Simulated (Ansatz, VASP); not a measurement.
# Cross-check of SiC (Moissanite) between VASP and Ansatz, part 3 of 3

Wanted: the spread between two codes on one cell, functional and k mesh. The cell is taken from a series of runs on this material, whose earlier steps may have relaxed, scaled, displaced or heated it; both programs get it as it stands.

VASP 6.6.1 and Ansatz 0.2.0.

So far: The structure; VASP: zone-centre phonons, PBE.

## Step 3: Ansatz: zone-centre phonons, PBE

Level of this step: Ansatz beside VASP: Kohn-Sham DFT, plane waves, PBE (Ansatz).

Ansatz runs on its PAW soft_1 files.

The same cell, functional and mesh now go to Ansatz, which takes its cutoff from its data sets.

File input.yaml:

```yaml
crystal:
  lattice:
    - [3.1520167017, 0.0, 0.0]
    - [-1.5760083508, 2.7297265368, 0.0]
    - [0.0, 0.0, 5.175485428]
  atoms:
    - { symbol: C, position: [0.3333333333, 0.6666666667, 0.3804661014] }
    - { symbol: C, position: [0.6666666667, 0.3333333333, 0.8804661014] }
    - { symbol: Si, position: [0.3333333333, 0.6666666667, 0.0045338986] }
    - { symbol: Si, position: [0.6666666667, 0.3333333333, 0.5045338986] }
kpoints:
  mp_grid: { grid: [12, 12, 6] }
hamiltonian:
  xc: pbe
  pseudopotentials: { kind: paw, azcp: { folder: soft_1 } }
scf:
  occupations: { method: fixed }
output:
  eigenvalues: true
phonons:
  method: dfpt
  dielectric: true
  rigid_motions: translations
```

Launch:

```
$ ansatz run input.yaml --threads 4 --pin off --max-ram 16384MiB --backend cpu --events-out ev --progress --plain --runs-dir out
```

Numbers of over 12 decimals in the logs are rounded to 6 here.

The program printed:

```text
Engine: ansatz 0.2.0, x86_64-unknown-linux-gnu
Pseudopotentials: kind: paw
Pseudopotential: C, paw, valence charge 4, recommended cutoff 420 eV (normal), soft_1/C.paw.azcp
Pseudopotential: Si, paw, valence charge 4, recommended cutoff 420 eV (normal), soft_1/Si.paw.azcp
Functional definition: PBE
  parameter kappa = 0.804
  parameter beta = 0.066725
  exchange = pbe_x(kappa = kappa, mu = beta*pi^2/3)
  correlation = pbe_c(beta = beta)
Crystal: 4 atoms, lattice volume = 44.531 Å³
Basis set: ecut = 420 eV, 881 PW (Γ), exchange–correlation on 48×48×72 points (8 copies of the dense FFT grid, shifted against one another)
Bands: 12, of which v1, the nominal top of the filled ones, is band 8 counted from 1 (7 counted from 0)
Symmetry: 12 space group operations
k-points: 242 of 864 (irreducible under 2 space group operations, time reversal used)
Non-local potential: C, projectors of the file, l = 0: 2, l = 1: 2, l = 2: 1
Non-local potential: Si, projectors of the file, l = 0: 2, l = 1: 2, l = 2: 1
PAW form: soft (Blöchl's): semilocal exchange-correlation on the pseudo side does not see the compensation charge
PAW one-centre angular grid: C, 110 points (default); XC on 64 Gauss nodes
PAW one-centre angular grid: Si, 110 points (default); XC on 64 Gauss nodes
Initial density: superposition of atomic densities (chi_scale 0.1, normalization cell, long waves kept (reshape's long-wave potential 0.00 eV rms))
Initial wavefunctions: pseudopotential atomic-orbital guess
Functional: x = pbe(κ = 0.804, μ = 0.219515), c = pbe(β = 0.066725)
SCF iter   1: F=—  HF=-1776.849168 eV  |F-HF|=—  |Δ(HF+E_count)|=         —  Δρ=1.25e-1  dr2=8.82e0  ethr=3.10e-3  ⟨swp⟩=4.4  Hψ=16873  notcnv=0  defer=432
preconditioner: auto → none  [insulator: Δε(μ)=4.296 eV  Ē_g=12.132 eV  n_scr=2 (ndim 8)  ℏωp=22.3 eV  f_vac=0.000  ε∞_Penn≈4.4]
SCF iter   2: F=—  HF=-1774.411294 eV  |F-HF|=—  |Δ(HF+E_count)|=    2.44e0  Δρ=4.97e-2  dr2=7.44e-1  ethr=3.10e-3  ⟨swp⟩=3.9  Hψ=9100  notcnv=0  defer=463
SCF iter   3: F=—  HF=-1774.226759 eV  |F-HF|=—  |Δ(HF+E_count)|=   1.85e-1  Δρ=1.93e-2  dr2=8.99e-2  ethr=3.10e-3  ⟨swp⟩=2.4  Hψ=6004  notcnv=0  defer=456
SCF iter   4: F=—  HF=-1774.222792 eV  |F-HF|=—  |Δ(HF+E_count)|=   3.97e-3  Δρ=1.21e-3  dr2=5.36e-4  ethr=5.62e-4  ⟨swp⟩=2.0  Hψ=3478  notcnv=0  defer=482
SCF iter   5: F=—  HF=-1774.223043 eV  |F-HF|=—  |Δ(HF+E_count)|=   2.51e-4  Δρ=2.54e-4  dr2=9.50e-6  ethr=3.35e-6  ⟨swp⟩=2.1  Hψ=5209  notcnv=0  defer=482
SCF iter   6: F=—  HF=-1774.223054 eV  |F-HF|=—  |Δ(HF+E_count)|=   1.18e-5  Δρ=8.83e-5  dr2=1.84e-6  ethr=5.94e-8  ⟨swp⟩=2.0  Hψ=4835  notcnv=0  defer=65
SCF iter   7: F=—  HF=-1774.223054 eV  |F-HF|=—  |Δ(HF+E_count)|=   3.42e-7  Δρ=2.01e-5  dr2=8.71e-8  ethr=1.15e-8  ⟨swp⟩=2.2  Hψ=4690  notcnv=0  defer=3
SCF iter   8: F=—  HF=-1774.223054 eV  |F-HF|=—  |Δ(HF+E_count)|=   2.12e-8  Δρ=1.05e-6  dr2=2.61e-10  ethr=5.44e-10  ⟨swp⟩=2.3  Hψ=4886  notcnv=0  defer=3
SCF iter   9: F=-1774.223054 eV  HF=-1774.223054 eV  |F-HF|=2.73e-12  |Δ(HF+E_count)|=  2.07e-10  Δρ=7.88e-8  dr2=1.34e-12  ethr=1.00e-12  ⟨swp⟩=9.2  Hψ=21218  notcnv=0
SCF 1 converged in 9 iterations: F = -1774.223054 eV  dr2 = 1.34e-12
  greatest PAW one-centre occupation: 0.640 electrons in one spin orbital (limit 2), on the C atom at site 1 (counted from 0), in its partial waves of l = 0
DFPT response loops at Γ: preconditioner auto → Resta (q_TF=auto, 2.300 Å⁻¹)  ε∞=5.0 (no band partly filled); β = 1.00, the filter's whole step (`scf.mixing.beta` (0.50) is not read by the response loops at its default; to damp them type it under 1.00, their step now; it binds the ground state too); Broyden in place of MSR1
── the response to a field inside a basis, on 12×12×6 k-points: an SCF that follows is theirs, and a resumed run solves both again ──
Bands: 9, of which v1, the nominal top of the filled ones, is band 8 counted from 1 (7 counted from 0)
k-points: 126 of 864 (irreducible under 4 space group operations, time reversal used)
Initial density: handed on by an earlier stage of this run
Initial wavefunctions: pseudopotential atomic-orbital guess (no wavefunctions were taken with the density)
Eigensolver: Dense (126 Hₖ)
SCF iter   1: F=—  HF=-1774.221881 eV  |F-HF|=—  |Δ(HF+E_count)|=         —  Δρ=9.95e-5  dr2=8.55e-7  ethr=1.00e-1
preconditioner: auto → none  [insulator: Δε(μ)=2.666 eV  Ē_g=9.780 eV  n_scr=2 (ndim 8)  ℏωp=22.3 eV  f_vac=0.000  ε∞_Penn≈6.2]
SCF iter   2: F=—  HF=-1774.221883 eV  |F-HF|=—  |Δ(HF+E_count)|=   1.42e-6  Δρ=4.80e-5  dr2=1.93e-7  ethr=5.35e-9
SCF iter   3: F=-1774.221883 eV  HF=-1774.221883 eV  |F-HF|=2.80e-9  |Δ(HF+E_count)|=   5.04e-7  Δρ=1.38e-5  dr2=4.15e-8  ethr=1.21e-9
SCF 1 converged in 3 iterations: F = -1774.221883 eV  dr2 = 4.15e-8
  greatest PAW one-centre occupation: 0.640 electrons in one spin orbital (limit 2), on the C atom at site 0 (counted from 0), in its partial waves of l = 0
DFPT response loops at Γ: preconditioner auto → Resta (q_TF=auto, 2.300 Å⁻¹)  ε∞=4.7 (no band partly filled); β = 1.00, the filter's whole step (`scf.mixing.beta` (0.50) is not read by the response loops at its default; to damp them type it under 1.00, their step now; it binds the ground state too); Broyden in place of MSR1
SCF converged after 9 iterations
Free energy (F): -1774.223054 eV
Harris-Foulkes:  -1774.223054 eV  (|F-HF|=2.73e-12)
Internal energy: -1774.223054 eV  (E = F + TS)
E sigma→0 (E₀):  -1774.223054 eV
Fermi energy:    8.717173 eV
--- Per-component energies (eV) ---
  E_band       = 46.057215
  E_kinetic    = 259.254899
  E_local      = -201.962074  (includes V_loc(G=0)·N_el)
  E_nonlocal   = 88.906418
  E_hartree    = 66.059524
  E_xc         = -208.827974
  E_vxc        = -214.130553  (∫ρ·V_xc dr)
  E_paw        = -1222.636549  (= ΣΔE_a)
  E_vpaw       = -18.130632  (= ΣTr[D̂ρ^β])
  E_aug_tail   = 0.000112  (compensation charges beyond the density's cutoff)
  E_ewald      = -555.017410
  E_smearing   = -0.000000  (= −TS)
  E_closure    = 0.000000  (closes the sum)
  Σ components = -1774.223054   (vs F -1774.223054, Δ=0.00e0)
--- Band table (eV; the first three rows and the last of 242) ---
  k-point 0: bands = [... 4 lower, 7.4403, 8.6130, 8.7172, 8.7172, 12.9166, 14.1079, 14.9662, 14.9662]
  k-point 1: bands = [... 4 lower, 7.5135, 7.8780, 8.6166, 8.6166, 13.0399, 14.6533, 15.0262, 15.0262]
  k-point 2: bands = [... 4 lower, 7.7208, 7.7208, 8.3547, 8.3547, 13.4038, 14.7016, 15.2492, 15.2492]
  k-point 241: bands = [... 4 lower, 4.3696, 4.3696, 6.7317, 6.7317, 13.2882, 13.2882, 15.2962, 15.2962]
--- Phonons (Γ-DFPT): 4 representative perturbations + reference, on 242 of 864 k-points (Σ response iterations 12) ---
  k mesh reduced under 2 symmetry operations, with k and −k counted as one. Each operation leaves every solved perturbation unchanged. A smaller set is not considered because the run solves the response to a homogeneous field
  ASR residual: 6.003e-5 → 0.000e0 eV/Å²; symmetrization residual: 1.551e-5 eV/Å²
  ASR residual per site (eV/Å²): 3.14e-5 3.14e-5 6.00e-5 6.00e-5
  Γ frequencies (cm⁻¹): 0.00 0.00 0.00 257.41 257.41 550.10 686.49 686.49 701.09 728.78 728.78 762.66
  ε∞ (high-frequency dielectric tensor):
        7.131873     0.000000     0.000000
       -0.000000     7.131873     0.000000
        0.000000     0.000000     7.508598
  ε⁰ (static dielectric tensor: ions relaxed, cell fixed):
       10.517501    -0.000000     0.000000
       -0.000000    10.517501     0.000000
        0.000000     0.000000    11.724520
  ε⁰ − ε∞ (ionic part):
        3.385628    -0.000000     0.000000
       -0.000000     3.385628     0.000000
        0.000000     0.000000     4.215922
  softest optical mode at Γ: 257.41 cm⁻¹; the repairs (sum rule, projections) moved no ω² at Γ by more than (2.22 cm⁻¹)²
  Born effective charges Z* (e; rows j = field, columns β = displacement):
    site 0:
        -2.61634    0.00000   -0.00000
         0.00000   -2.61634   -0.00000
        -0.00000    0.00000   -2.80867
    site 1:
        -2.61634    0.00000   -0.00000
         0.00000   -2.61634    0.00000
        -0.00000   -0.00000   -2.80867
    site 2:
         2.61634   -0.00000    0.00000
        -0.00000    2.61634    0.00000
         0.00000   -0.00000    2.80867
    site 3:
         2.61634   -0.00000    0.00000
        -0.00000    2.61634    0.00000
         0.00000   -0.00000    2.80867
  Z* charge neutrality: 2.199e-3 e pre-enforcement
  solved inside a basis spanned on kpoints, on 12×12×6 k-points, its susceptibility summed on 16×16×8: ε∞ is read to err by 2.4e-2, Z* by 1.1e-2 e (field_mesh: kpoints solves on kpoints); Z* is corrected for what the basis lacks
  optical modes at Γ without the LO–TO term, one row a degenerate level:
      ω (cm⁻¹)  modes    IR ((D/Å)²/amu)
        257.41      2             0.0000
        550.10      1             0.0000
        686.49      2             0.0000
[...]
optical modes at Γ + LO–TO along q̂ = [1.0000, 0.0000, 0.0000]:
      ω (cm⁻¹)  modes    IR ((D/Å)²/amu)
[...]
optical modes at Γ + LO–TO along q̂ = [0.0000, 1.0000, 0.0000]:
      ω (cm⁻¹)  modes    IR ((D/Å)²/amu)
[...]
762.66      1             0.0000
        885.01      1            37.5430
  optical modes at Γ + LO–TO along q̂ = [0.0000, 0.0000, 1.0000]:
      ω (cm⁻¹)  modes    IR ((D/Å)²/amu)
        257.41      2             0.0000
        550.10      1             0.0000
        686.49      2             0.0000
        728.78      2            75.0860
        762.66      1             0.0000
        876.08      1            43.2654
```

## Step 4: Side by side

Known differences besides the potentials themselves: fixed occupations in Ansatz, narrow Gaussian smearing in VASP; VASP's response is taken on the typed mesh, Ansatz refines its own for the field response alone; the cutoff is 420 eV in Ansatz and 600 eV in VASP. Total energies have different zeros and are not compared.

The two programs side by side:

```csv
quantity,Ansatz,VASP,difference
ε∞ xx,7.13,7.14,-0.09 %
ε∞ yy,7.13,7.14,-0.09 %
ε∞ zz,7.51,7.51,-0.02 %
Born charge of C1 (mean of the diagonal) (e),-2.68,-2.66,-0.02
Born charge of Si3 (mean of the diagonal) (e),2.68,2.66,+0.02
optical mode 1 to 2 (cm⁻¹),257.4,257.7,-0.11 %
optical mode 3 (cm⁻¹),550.1,550.5,-0.08 %
optical mode 4 to 5 (cm⁻¹),686.5,686.8,-0.04 %
optical mode 6 (cm⁻¹),701.1,701.5,-0.06 %
optical mode 7 to 8 (cm⁻¹),728.8,729.6,-0.11 %
optical mode 9 (cm⁻¹),762.7,763.1,-0.05 %
```

Modes are paired by rising frequency, not by their patterns, so a pair may set unlike modes beside each other; they are those without the splitting of longitudinal modes.

## Step 5: What came out

- r.m.s. difference of the optical zone-centre modes, each program's sorted by frequency (zone-centre phonons, PBE): 0.49 cm⁻¹

What this shows: The r.m.s. difference of the optical zone-centre modes, each program's sorted by frequency is 0.49 cm⁻¹ (zone-centre phonons, PBE). How closely two codes agree says nothing of how well the functional describes the real material.

[Lines on the potential files, build, host, timing and source positions are cut from VASP's logs without a mark.]

[Logs are printed without paths, hosts, clocks, repeated set-up lines and the standing remarks that a program may print on its own settings, such as how far it seeks lower states.]

[Hosts, paths, dates, database ids (printed as entryN), source tags and the programs' standing remarks are cut or masked in the printed files.]
